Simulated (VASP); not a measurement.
# KNi (P4/mmm) in VASP: notebook, part 2 of 2

VASP 6.6.1. Earlier steps stand in the parts before.

**4. Single point, PBEsol+U, collinear spin, random start**

The input, INCAR:

```
ALGO = Normal ; EDIFF = 1E-6
ENCUT = 520 ; GGA = PS
ISIF = 2 ; ISMEAR = -1
ISPIN = 2 ; LASPH = True
LCHARG = False ; LDAU = True
LDAUJ = 0 0 ; LDAUL = -1 2
LDAUPRINT = 1 ; LDAUTYPE = 2
LDAUU = 0 5 ; LMAXMIX = 4
LORBIT = 11 ; LREAL = False
LWAVE = False ; MAGMOM = 0 0 0.82 -0.14
NBANDS = 31 ; NELM = 150
PREC = Accurate ; SIGMA = 0.05
```

The input, KPOINTS:

```
k-points
0
Gamma
  4 4 6
```

The input, POSCAR:

```
KNi
1.0
    3.6604778900      3.6604778900      0.0000000000
   -3.6604778900      3.6604778900      0.0000000000
    0.0000000000      0.0000000000      3.4788877700
K Ni
2 2
Direct
    0.0000000000      0.0000000000      0.0000000000
    0.5000000000      0.5000000000      0.0000000000
    0.5000000000      0.0000000000      0.5000000000
    0.0000000000      0.5000000000      0.5000000000
```

Potentials or basis: VASP PAW PBE potentials, release 64 (K_sv, Ni).

Launch:

```console
$ cat potpaw_PBE.64/K_sv/POTCAR potpaw_PBE.64/Ni/POTCAR > POTCAR
$ mpirun -np 1 vasp_std > vasp.out
```

OUTCAR:

```text
EDIFF = 1E-6
   ENCUT = 520
   GGA = PS
   ISIF = 2
   ISMEAR = -1
   ISPIN = 2
   LASPH = True
   LORBIT = 11
   LREAL = False
   NELM = 150
   PREC = Accurate

 ion  position               nearest neighbor table
   1  0.000  0.000  0.000-   3 3.12   4 3.12   3 3.12   4 3.12   4 3.12   4 3.12   3 3.12   3 3.12
                             2 3.66   2 3.66   2 3.66   2 3.66
   2  0.500  0.500  0.000-   3 3.12   4 3.12   3 3.12   4 3.12   3 3.12   3 3.12   4 3.12   4 3.12
                             1 3.66   1 3.66   1 3.66   1 3.66
   3  0.500  0.000  0.500-   1 3.12   2 3.12   1 3.12   2 3.12   2 3.12   2 3.12   1 3.12   1 3.12

   4  0.000  0.500  0.500-   1 3.12   2 3.12   1 3.12   2 3.12   1 3.12   1 3.12   2 3.12   2 3.12

  LATTYP: Found a simple tetragonal cell.
 ALAT       =     5.1766974768
 C/A-ratio  =     0.6720284092

  Lattice vectors:

 A1 = (   3.6604778900,   3.6604778900,   0.0000000000)
 A2 = (  -3.6604778900,   3.6604778900,   0.0000000000)
 A3 = (   0.0000000000,   0.0000000000,   3.4788877700)

Analysis of symmetry for initial positions (statically):
=====================================================================
 Subroutine PRICEL returns following result:

  LATTYP: Found a simple tetragonal cell.
 ALAT       =     3.6604778900
 C/A-ratio  =     0.9503916905

  Lattice vectors:

 A1 = (   3.6604778900,   0.0000000000,   0.0000000000)
 A2 = (   0.0000000000,   3.6604778900,   0.0000000000)
 A3 = (   0.0000000000,   0.0000000000,   3.4788877700)

   2 primitive cells build up your supercell.

 Routine SETGRP: Setting up the symmetry group for a
 simple tetragonal supercell.

 Subroutine GETGRP returns: Found 16 space group operations
 (whereof 16 operations were pure point group operations)
 out of a pool of 16 trial point group operations.

The static configuration has the point symmetry D_4h.

Analysis of symmetry for dynamics (positions and initial velocities):
=====================================================================
 Subroutine PRICEL returns following result:

  LATTYP: Found a simple tetragonal cell.
 ALAT       =     3.6604778900
 C/A-ratio  =     0.9503916905

  Lattice vectors:

 A1 = (   3.6604778900,   0.0000000000,   0.0000000000)
 A2 = (   0.0000000000,   3.6604778900,   0.0000000000)
 A3 = (   0.0000000000,   0.0000000000,   3.4788877700)

   2 primitive cells build up your supercell.

 Routine SETGRP: Setting up the symmetry group for a
 simple tetragonal supercell.

 Subroutine GETGRP returns: Found 16 space group operations
 (whereof 16 operations were pure point group operations)
 out of a pool of 16 trial point group operations.

The dynamic configuration has the point symmetry D_4h.

Analysis of structural, dynamic, and magnetic symmetry:
=====================================================================
 Subroutine PRICEL returns:
[... 198 lines left out ...]
 -0.0000  0.0000  0.0125  0.0000  0.0000
  0.0000  0.0000  0.0000  0.9441  0.0000
 -0.0000  0.0000  0.0000  0.0000  0.9213

spin component  2

  0.9440  0.0000  0.0000  0.0000  0.0000
  0.0000  0.9491  0.0000 -0.0000  0.0000
  0.0000  0.0000  0.9543  0.0000  0.0000
  0.0000 -0.0000  0.0000  0.9491  0.0000
  0.0000  0.0000  0.0000  0.0000  0.9354

 occupancies and eigenvectors

  o =  0.0125  v =  0.0000 -0.0000  1.0000  0.0000 -0.0000  0.0000  0.0000  0.0000  0.0000  0.0000      0.0000  0.0000  0.0000  0.0000  0.0000  0.0000  0.0000  0.0000  0.0000  0.0000
  o =  0.9213  v =  0.0000 -0.0000 -0.0000  0.0000 -1.0000  0.0000  0.0000  0.0000  0.0000  0.0000      0.0000  0.0000  0.0000  0.0000  0.0000  0.0000  0.0000  0.0000  0.0000  0.0000
  o =  0.9354  v =  0.0000  0.0000  0.0000  0.0000  0.0000  0.0000  0.0000  0.0000  0.0000 -1.0000      0.0000  0.0000  0.0000  0.0000  0.0000  0.0000  0.0000  0.0000  0.0000  0.0000
  o =  0.9361  v =  1.0000  0.0000  0.0000  0.0000  0.0000  0.0000  0.0000  0.0000  0.0000  0.0000      0.0000  0.0000  0.0000  0.0000  0.0000  0.0000  0.0000  0.0000  0.0000  0.0000
  o =  0.9440  v =  0.0000  0.0000  0.0000  0.0000  0.0000  1.0000  0.0000  0.0000  0.0000  0.0000      0.0000  0.0000  0.0000  0.0000  0.0000  0.0000  0.0000  0.0000  0.0000  0.0000
  o =  0.9441  v =  0.0000  0.0000  0.0000 -1.0000  0.0000  0.0000  0.0000  0.0000  0.0000  0.0000      0.0000  0.0000  0.0000  0.0000  0.0000  0.0000  0.0000  0.0000  0.0000  0.0000
  o =  0.9441  v =  0.0000 -1.0000 -0.0000  0.0000  0.0000  0.0000  0.0000  0.0000  0.0000  0.0000      0.0000  0.0000  0.0000  0.0000  0.0000  0.0000  0.0000  0.0000  0.0000  0.0000
  o =  0.9491  v =  0.0000  0.0000  0.0000  0.0000  0.0000  0.0000 -0.1872  0.0000 -0.9823 -0.0000      0.0000  0.0000  0.0000  0.0000  0.0000  0.0000  0.0000  0.0000  0.0000  0.0000
  o =  0.9491  v =  0.0000  0.0000  0.0000  0.0000  0.0000  0.0000  0.9823 -0.0000 -0.1872  0.0000      0.0000  0.0000  0.0000  0.0000  0.0000  0.0000  0.0000  0.0000  0.0000  0.0000
  o =  0.9543  v =  0.0000  0.0000  0.0000  0.0000  0.0000  0.0000  0.0000  1.0000  0.0000  0.0000      0.0000  0.0000  0.0000  0.0000  0.0000  0.0000  0.0000  0.0000  0.0000  0.0000

 number of electron      38.0000011 magnetization       0.0001205

 Free energy of the ion-electron system (eV)
  ---------------------------------------------------
  ext. energy  EPLUGINS =         0.00000000
  ---------------------------------------------------
  free energy    TOTEN  =        -5.70747376 eV

  energy without entropy =       -5.69839212  energy(sigma->0) =       -5.70293294

 E-fermi :   2.6905     XC(G=0):  -9.3702

 val. band max:        2.6621771324   @ k =   0.0000   0.0000   0.3333
 cond. band min:       2.7477381525   @ k =   0.5000   0.5000   0.1667
 fundamental gap:      0.0855610200
 Fermi energy:         2.6904743612

 spin component 1

 k-point     1 :       0.0000    0.0000    0.0000
  band No.  band energies     occupation
      1     -27.6819      1.00000
      2     -27.6095      1.00000
      3     -11.4965      1.00000
      4     -11.4965      1.00000
      5     -11.1159      1.00000
      6     -11.1159      1.00000
[... 805 lines left out ...]
     30       9.7643      0.00000
     31      12.5092      0.00000
 Fermi energy:         2.6904743612

 spin component 2

 k-point     1 :       0.0000    0.0000    0.0000
  band No.  band energies     occupation
      1     -27.6819      1.00000
      2     -27.6095      1.00000
      3     -11.4965      1.00000
      4     -11.4965      1.00000
      5     -11.1159      1.00000
      6     -11.1159      1.00000
[... 805 lines left out ...]
     30       9.7643      0.00000
     31      12.5092      0.00000

------------------------ aborting loop because EDIFF is reached ----------------------------------------

  FORCE on cell =-STRESS in cart. coord.  units (eV):
  Direction    XX          YY          ZZ          XY          YZ          ZX
  --------------------------------------------------------------------------------------
  -------------------------------------------------------------------------------------
  Total        3.5762015      3.5762015      2.7837914      0.0000000      0.0000000      0.0000000
  in kB       61.4591536     61.4591536     47.8411137      0.0000000      0.0000000      0.0000000
  external PRESSURE =      56.9198070 kB  Pullay stress =       0.0000000 kB

 VOLUME and BASIS-vectors are now :
 -----------------------------------------------------------------------------
  energy-cutoff  :      520.00
  volume of cell :       93.23
      direct lattice vectors                 reciprocal lattice vectors
     3.660477890  3.660477890  0.000000000     0.136594187  0.136594187  0.000000000
    -3.660477890  3.660477890  0.000000000    -0.136594187  0.136594187  0.000000000
     0.000000000  0.000000000  3.478887770     0.000000000  0.000000000  0.287448192

 POSITION                                       TOTAL-FORCE (eV/Angst)
 -----------------------------------------------------------------------------------
      0.00000      0.00000      0.00000         0.000000     -0.000000      0.000000
      0.00000      3.66048      0.00000        -0.000000      0.000000      0.000000
      1.83024      1.83024      1.73944        -0.000000      0.000000      0.000000
     -1.83024      1.83024      1.73944        -0.000000      0.000000      0.000000
 -----------------------------------------------------------------------------------
    total drift:                               -0.000000     -0.000000     -0.000000

  FREE ENERGIE OF THE ION-ELECTRON SYSTEM (eV)
  ---------------------------------------------------
  free  energy   TOTEN  =        -5.7074737556 eV

  energy  without entropy=       -5.6983921249  energy(sigma->0) =       -5.70293294

 total charge

# of ion       s       p       d       tot
------------------------------------------
    1        1.983   5.557   0.066   7.605
    2        1.983   5.557   0.066   7.605
    3        0.579   0.064   8.467   9.110
    4        0.579   0.064   8.467   9.110
--------------------------------------------------
tot          5.123  11.242  17.066  33.431

 magnetization (x)

# of ion       s       p       d       tot
------------------------------------------
    1        0.000   0.000   0.000   0.000
    2        0.000   0.000   0.000   0.000
    3        0.013   0.004   0.973   0.990
    4       -0.013  -0.004  -0.973  -0.990
--------------------------------------------------
tot          0.000   0.000   0.000   0.000
```

OSZICAR:

```text
N       E                     dE             d eps       ncg     rms          rms(c)
DAV:   1     0.313536538406E+03    0.31354E+03   -0.16962E+04  2976   0.129E+03
DAV:   2     0.225479798184E+02   -0.29099E+03   -0.27329E+03  3025   0.327E+02
DAV:   3    -0.220824930255E+01   -0.24756E+02   -0.24242E+02  3701   0.108E+02
[... 18 lines left out ...]
DAV:  22    -0.570747546669E+01   -0.14762E-04   -0.32762E-04  4199   0.159E-01    0.287E-02
DAV:  23    -0.570747338553E+01    0.20812E-05   -0.14907E-04  3880   0.143E-01    0.145E-02
DAV:  24    -0.570747513073E+01   -0.17452E-05   -0.40806E-05  3378   0.402E-02    0.102E-02
DAV:  25    -0.570747363310E+01    0.14976E-05   -0.10935E-05  3337   0.423E-02    0.301E-03
DAV:  26    -0.570747375563E+01   -0.12253E-06   -0.16088E-06  2528   0.702E-03
   1 F= -.57074738E+01 E0= -.57029329E+01  d E =-.908163E-02  mag=    -0.0001
```

stdout:

```text
POSCAR found type information on POSCAR K Ni
 POSCAR found :  2 types and       4 ions
 scaLAPACK will be used
 -----------------------------------------------------------------------------
|                                                                             |
|                                                                             |
|     You enforced a specific xc type in the INCAR file but a different       |
|     I HOPE YOU KNOW WHAT YOU ARE DOING!                                     |
|                                                                             |
 -----------------------------------------------------------------------------

 LDA part: xc-table for (Slater+PW92), standard interpolation
 POSCAR, INCAR and KPOINTS ok, starting setup
 FFT: planning ... GRIDC
 FFT: planning ... GRID_SOFT
 FFT: planning ... GRID
 WAVECAR not read
 entering main loop
```

Wall time 4.6 min (1 thread of Intel Xeon Platinum 8259CL at 2.50GHz (Skylake/Cascade Lake), shared host); peak memory 0.29 GiB.

Results:

```
Free energy                                           : -5.7075 eV
Pressure                                              : 5.7 GPa
Band gap on the k mesh                                : none (metal or under the smearing width)
Net moment                                            : 0.00 μB per cell
Site moments                                          : K +0.00; Ni +0.99, -0.99 μB
Valence electrons inside the program's atomic spheres : K 7.61; Ni 9.11
```

Eigenvalues of the final occupation matrices:
```csv
site,spin,trace,eigenvalues
site 3 d,1,4.73,0.94 0.94 0.95 0.95 0.95
site 3 d,2,3.76,0.01 0.92 0.94 0.94 0.94
site 4 d,1,3.76,0.01 0.92 0.94 0.94 0.94
site 4 d,2,4.73,0.94 0.94 0.95 0.95 0.95
```

Caveat: the PAW data sets were made with another functional, which shifts forces and pressure a little; the U is typed as a test and isn't derived for this compound. The state reached can hang on the start; a lower one may exist.

**5. The reference run**

An earlier run on the cell as given: functional PBE; potentials or basis VASP PAW PBE potentials, release 64 (K_sv, Ni); cutoff 520 eV; k mesh 7 × 7 × 8; occupations fermi-dirac, width 0.05 eV; collinear spin, ferromagnetic start; starting moments [0.0, 1.0] μB.

- Pressure: 4.5 GPa
- Band gap on the k mesh: none (metal or under the smearing width)
- Net moment: 0.71 μB per cell
- Site moments: K -0.01; Ni +0.73 μB
- Valence electrons inside the program's atomic spheres: K 7.63; Ni 8.98

**6. The runs side by side**

| level | spin | U | k mesh | supercell matrix | gap on the mesh (eV) | pressure (GPa) | moment (μB) |
| --- | --- | --- | --- | --- | --- | --- | --- |
| PBEsol+U | collinear, antiferromagnetic start | Ni d U = 5 eV | 4 × 4 × 6 | [1, 1, 0, -1, 1, 0, 0, 0, 1] | none | 5.7 | 0.00 |
| PBEsol+U | collinear, ferrimagnetic start | Ni d U = 5 eV | 4 × 4 × 6 | [1, 1, 0, -1, 1, 0, 0, 0, 1] | none | 5.7 | 0.00 |
| PBEsol+U | collinear, random start | Ni d U = 5 eV | 4 × 4 × 6 | [1, 1, 0, -1, 1, 0, 0, 0, 1] | none | 5.7 | 0.00 |
| PBE | collinear, ferromagnetic start | - | 7 × 7 × 8 | - | none | 4.5 | 0.71 |

Alike in all rows: task single point; potentials or basis VASP PAW PBE potentials, release 64 (K_sv, Ni); cell as given; cutoff (eV) 520; smearing fermi-dirac 0.05 eV.

Every run on the cell as given and a fine mesh finds a metal. The pressure there spans 4.5 GPa (PBE) to 5.7 GPa (PBEsol+U); a positive pressure means that this level wants a larger cell, a negative one a smaller.

Caveats: the PAW data sets were made with another functional, which shifts forces and pressure a little (some runs); the U is typed as a test and isn't derived for this compound (some runs).

Absolute energies hang on the potentials; compare differences alone.
